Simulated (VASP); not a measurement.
Given:

```xyz
4
Lattice="1.7920 -3.1039 0.0000 1.7920 3.1039 0.0000 0.0000 0.0000 11.5248" Properties=species:S:1:pos:R:3 pbc="T T T"
La     0.0000     0.0000     5.7624
La     0.0000     0.0000     0.0000
La     1.7920     1.0346     2.8812
La     1.7920    -1.0346     8.6436
```

Method: LDA (Ceperley-Alder, Perdew-Zunger), VASP's LDA PAW potentials (set 64) (plane waves; VASP). Settings: 520 eV cut-off, Gaussian smearing of 0.050 eV, potentials La.

Question: Give the energies of bands 17 to 25 at the high-symmetry points, in eV from the Fermi level.

Answer: 
| band | Γ | M | K | A | L | H |
|---|---|---|---|---|---|---|
| 17 | -3.09 | -2.31 | -1.22 | -2.54 | -2.01 | -1.46 |
| 18 | -1.99 | -2.18 | -1.22 | -2.54 | -2.01 | -1.46 |
| 19 | -1.75 | -1.89 | -0.88 | -1.85 | -1.57 | -0.43 |
| 20 | -1.74 | -1.32 | -0.65 | -1.85 | -1.57 | -0.43 |
| 21 | 0.57 | -0.91 | -0.65 | 0.66 | -1.37 | 0.01 |
| 22 | 0.74 | -0.33 | 0.23 | 0.66 | -1.37 | 0.01 |
| 23 | 1.18 | -0.27 | 0.40 | 1.26 | 0.57 | 0.12 |
| 24 | 1.20 | 0.44 | 0.40 | 1.26 | 0.57 | 0.12 |
| 25 | 1.24 | 1.10 | 0.94 | 1.30 | 1.32 | 1.03 |

It has no gap at this level: it comes out as a metal or semimetal.

The compound is La in the dhcp structure. It was relaxed first, which changed the volume by -14 %.
